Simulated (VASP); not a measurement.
An input for Ansatz (written as the equivalent of a VASP run, and not itself run):

Ansatz 0.2 input:
```yaml
crystal:
  lattice:
    - [2.4764094, -4.2892671, 0.0000000]
    - [2.4764094, 4.2892671, 0.0000000]
    - [0.0000000, 0.0000000, 5.4444296]
  atoms:
    - { symbol: Si, position: [0.0000000, 0.4699250, 0.3333330] }
    - { symbol: Si, position: [0.5300750, 0.5300750, 0.0000000] }
    - { symbol: Si, position: [0.4699250, 0.0000000, 0.6666670] }
    - { symbol: O, position: [0.2672403, 0.4125802, 0.2145346] }
    - { symbol: O, position: [0.5874198, 0.8546601, 0.8812016] }
    - { symbol: O, position: [0.7327597, 0.1453399, 0.4521314] }
    - { symbol: O, position: [0.8546601, 0.5874198, 0.1187984] }
    - { symbol: O, position: [0.4125802, 0.2672403, 0.7854654] }
    - { symbol: O, position: [0.1453399, 0.7327597, 0.5478686] }
kpoints:
  mp_grid: { grid: [5, 5, 4] }
hamiltonian:
  xc: pbesol
  pseudopotentials: { kind: paw }
scf:
  occupations: { method: gaussian, width: 0.05 }
  max_iter: 100
relax:
  max_steps: 40
  f_tol: 0.02
  cell: { p_target: 5 }
output: { forces: true, stress: true, eigenvalues: true }
```

Q: Write the VASP files for the same calculation (PBEsol).

A: Several could match; the one computed here: 
File KPOINTS:
```
Automatic mesh
0
Gamma
5 5 4
0 0 0
```

### INCAR
```
SYSTEM  =  SiO2
PREC  =  Accurate; ENCUT  =  620; LREAL  =  .False.
LASPH  =  .True.
EDIFF  =  1E-6; NELM  =  100; ALGO  =  Normal
ISMEAR  =  0; SIGMA  =  0.05
GGA  =  PS
IBRION  =  2; NSW  =  40; ISIF  =  3
EDIFFG  =  -0.02; PSTRESS  =  50
LWAVE  =  .False.; LCHARG  =  .False.
```

POSCAR:
```
SiO2
1
    2.4764094360    -4.2892670812     0.0000000000
    2.4764094360     4.2892670812     0.0000000000
    0.0000000000     0.0000000000     5.4444296036
Si O
3 6
Direct
  0.0000000000   0.4699249820   0.3333330000
  0.5300750180   0.5300750180   0.0000000000
  0.4699249820   0.0000000000   0.6666670000
  0.2672402983   0.4125802067   0.2145346247
  0.5874197933   0.8546600916   0.8812016247
  0.7327597017   0.1453399084   0.4521313753
  0.8546600916   0.5874197933   0.1187983753
  0.4125802067   0.2672402983   0.7854653753
  0.1453399084   0.7327597017   0.5478686247
```

POTCAR, in this order: Si O (PBE.64 set). Program: vasp_std.

The two are equivalent in intent, not identical: each code has its own PAW files, so the cut-off isn't converted (ENCUT is set for VASP's; basis.ecutwfc is left out, and Ansatz then takes the one that its files recommend); Ansatz stops its SCF on the density residual and VASP on the energy change (EDIFF).

The compound is SiO2 in the quartz structure. This run relaxes it under an external pressure of 5 GPa. Symmetry was kept, so distortions that lower it aren't found.
